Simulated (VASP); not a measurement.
Na:

```
CELL_PARAMETERS angstrom
-2.08482 2.08482 2.08482
2.08482 -2.08482 2.08482
2.08482 2.08482 -2.08482
ATOMIC_POSITIONS crystal
Na 0.00000 0.00000 0.00000
```

Base run:

```yaml
Program: VASP 6.6.1
Functional: r2SCAN
Potentials_or_basis: VASP PAW PBE potentials, release 64 (Na_pv)
Cutoff: 520 eV
k_mesh: 14 × 14 × 14
Occupations: gaussian, width 0.1 eV
Spin: no spin polarisation
```

Its results: band gap on the k mesh none (metal or under the smearing width); pressure 0.4 GPa.

Question: The run is repeated on the same cell with these changes: functional from r2SCAN to PBEsol; cutoff from 520 eV to 700 eV. What comes out?

Answer: Band gap on the k mesh none (metal or under the smearing width); pressure 0.0 GPa.

Caveats: the PAW data sets were made with another functional, which shifts forces and pressure a little.
